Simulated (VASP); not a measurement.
Computed with LDA (Ceperley-Alder, Perdew-Zunger), VASP's LDA PAW potentials (set 64) (plane waves; VASP).

Input for VASP

File POSCAR:
```
YSi
1
    2.0957647245    -5.1780861069     0.0000000000
    2.0957647245     5.1780861069    -0.0000000000
    0.0000000000     0.0000000000     3.7925892121
Y Si
2 2
Direct
  0.1401560834   0.8598439166   0.2500000000
  0.8598439166   0.1401560834   0.7500000000
  0.4241935767   0.5758064233   0.2500000000
  0.5758064233   0.4241935767   0.7500000000
```

INCAR:
```
# general
SYSTEM  = YSi
PREC    = Accurate
ENCUT   = 400
LREAL   = F   # projection in real space or not
LASPH   = T   # aspherical one-centre terms

# electronic loop
EDIFF   = 1E-6
NELM    = 100   # most electronic steps
ALGO    = Normal   # blocked Davidson
LMAXMIX = 4   # l cut-off of mixed one-centre charges

# smearing
ISMEAR  = 1
SIGMA   = 0.1

# ions
IBRION  = 2   # conjugate gradients
NSW     = 60   # most ionic steps
ISIF    = 3
EDIFFG  = -0.02   # ionic stop

# output
LWAVE   = F
LCHARG  = F
```

### KPOINTS
```
Automatic mesh
0
Gamma
7 7 7
0 0 0
```

POTCAR, in this order: Y_sv Si (LDA.64 set). Program: vasp_std.

The run wrote:

OSZICAR:
```
       N       E                     dE             d eps       ncg     rms          rms(c)
DAV:   1     0.107324078666E+03    0.10732E+03   -0.12871E+04  2440   0.123E+03
DAV:   2    -0.210160425841E+02   -0.12834E+03   -0.12420E+03  2896   0.276E+02
DAV:   3    -0.305755710599E+02   -0.95595E+01   -0.94132E+01  4213   0.502E+01
DAV:   4    -0.309281994117E+02   -0.35263E+00   -0.35124E+00  3134   0.974E+00
DAV:   5    -0.309381518102E+02   -0.99524E-02   -0.99485E-02  3636   0.155E+00    0.441E+01
DAV:   6    -0.296609544785E+02    0.12772E+01   -0.35327E+00  2674   0.860E+00    0.307E+01
DAV:   7    -0.296166477432E+02    0.44307E-01   -0.23314E+00  3946   0.714E+00    0.460E+00
DAV:   8    -0.295480965830E+02    0.68551E-01   -0.63462E-01  2736   0.383E+00    0.108E+00
DAV:   9    -0.295478758143E+02    0.22077E-03   -0.29143E-02  3464   0.104E+00    0.294E-01
DAV:  10    -0.295478324574E+02    0.43357E-04   -0.13968E-03  3617   0.266E-01    0.120E-01
DAV:  11    -0.295478165954E+02    0.15862E-04   -0.87791E-05  3547   0.616E-02    0.431E-02
DAV:  12    -0.295478160251E+02    0.57026E-06   -0.14993E-05  3056   0.258E-02    0.111E-02
DAV:  13    -0.295478157368E+02    0.28830E-06   -0.13847E-06  1961   0.780E-03
   1 F= -.29547816E+02 E0= -.29546802E+02  d E =-.295478E+02
       N       E                     dE             d eps       ncg     rms          rms(c)
DAV:   1    -0.295490680971E+02   -0.12521E-02   -0.46845E-02  2645   0.155E+00    0.275E-01
DAV:   2    -0.295485638114E+02    0.50429E-03   -0.20650E-03  2957   0.306E-01    0.116E-01
DAV:   3    -0.295482996174E+02    0.26419E-03   -0.58685E-04  3335   0.169E-01    0.456E-02
DAV:   4    -0.295482940256E+02    0.55918E-05   -0.10241E-04  3817   0.553E-02    0.432E-02
DAV:   5    -0.295482964764E+02   -0.24508E-05   -0.81581E-06  2957   0.186E-02    0.131E-02
DAV:   6    -0.295482972119E+02   -0.73545E-06   -0.19357E-06  2233   0.869E-03
   2 F= -.29548297E+02 E0= -.29547234E+02  d E =-.481475E-03
```

File OUTCAR:
```
------------------------ aborting loop because EDIFF is reached ----------------------------------------
  FORCE on cell =-STRESS in cart. coord.  units (eV):
  Direction    XX          YY          ZZ          XY          YZ          ZX
  --------------------------------------------------------------------------------------
  Total        0.0219905     -0.0686029     -0.0527775      0.0000000      0.0000000      0.0000000
  in kB        0.4275156     -1.3337030     -1.0260440      0.0000000      0.0000000      0.0000000
  external PRESSURE =      -0.6440771 kB  Pullay stress =       0.0000000 kB
  volume of cell :       82.41
      direct lattice vectors                 reciprocal lattice vectors
     2.097718486 -5.187036228  0.000000000     0.238354194 -0.096394160  0.000000000
     2.097718486  5.187036228 -0.000000000     0.238354194  0.096394160 -0.000000000
     0.000000000  0.000000000  3.787016630     0.000000000  0.000000000  0.264060103
 POSITION                                       TOTAL-FORCE (eV/Angst)
 -----------------------------------------------------------------------------------
      2.09772      3.73234      0.94675         0.000000      0.003307     -0.000000
      2.09772     -3.73234      2.84026         0.000000     -0.003307      0.000000
      2.09772      0.78941      0.94675         0.000000      0.017021     -0.000000
      2.09772     -0.78941      2.84026         0.000000     -0.017021      0.000000
 -----------------------------------------------------------------------------------
    total drift:                               -0.000000     -0.000000      0.000000
  FREE ENERGIE OF THE ION-ELECTRON SYSTEM (eV)
  ---------------------------------------------------
  free  energy   TOTEN  =       -29.5482972119 eV

  energy  without entropy=      -29.5451066953  energy(sigma->0) =      -29.54723371

 reached required accuracy - stopping structural energy minimisation
```
(Selected blocks of OUTCAR.)

**CONTCAR**
```
YSi
   1.00000000000000
     2.0977184859260154   -5.1870362280643549    0.0000000000000000
     2.0977184859260154    5.1870362280643549   -0.0000000000000000
     0.0000000000000000    0.0000000000000000    3.7870166304905193
  Y               Si
     2     2
Direct
     0.1402243014410479    0.8597756985589521    0.2500000000000000
     0.8597756985589521    0.1402243014410479    0.7500000000000000
     0.4239059191248118    0.5760940808751882    0.2500000000000000
     0.5760940808751882    0.4239059191248118    0.7500000000000000
```

OUTCAR:
```
 val. band max:        5.7671790909   @ k =  -0.2857   0.1429   0.1429

 cond. band min:       5.7902955645   @ k =  -0.4286   0.2857   0.4286


 Fermi energy:         5.7791413703

 k-point     1 :       0.0000    0.0000    0.0000
  band No.  band energies     occupation
      1     -36.0643      2.00000
      2     -35.9868      2.00000
      3     -16.5117      2.00000
      4     -16.2839      2.00000
      5     -16.2156      2.00000
      6     -16.1963      2.00000
      7     -16.0162      2.00000
      8     -16.0000      2.00000
      9      -4.7494      2.00000
     10      -0.2695      2.00000
     11       3.0034      2.00000
     12       3.4589      2.00000
     13       4.1194      2.00000
     14       4.3913      2.00000
     15       6.0137     -0.00450
     16       6.6024     -0.00000
     17       7.5095     -0.00000
     18       8.3690      0.00000
     19       8.3994      0.00000

 k-point     2 :       0.1429    0.0000    0.0000
  band No.  band energies     occupation
      1     -36.0606      2.00000
      2     -35.9891      2.00000
      3     -16.5028      2.00000
      4     -16.3119      2.00000
      5     -16.2141      2.00000
      6     -16.2056      2.00000
      7     -16.0187      2.00000
      8     -16.0068      2.00000
      9      -4.5875      2.00000
     10      -0.1440      2.00000
     11       2.2378      2.00000
     12       3.9861      2.00000
     13       4.0412      2.00000
     14       4.4171      2.00000
     15       6.0915     -0.00009
     16       6.4122     -0.00000
     17       7.0574     -0.00000
     18       7.5115     -0.00000
     19       8.5591      0.00000

 k-point     3 :       0.2857    0.0000    0.0000
  band No.  band energies     occupation
      1     -36.0513      2.00000
      2     -35.9954      2.00000
      3     -16.4908      2.00000
      4     -16.3792      2.00000
      5     -16.2330      2.00000
      6     -16.1800      2.00000
      7     -16.0312      2.00000
...
```

The structure comes from a computed database's YSi entry (Cmcm); how it stands against other phases isn't given here. This run relaxes it. Symmetry was kept, so distortions that lower it aren't found. The start is the result of an earlier pass.
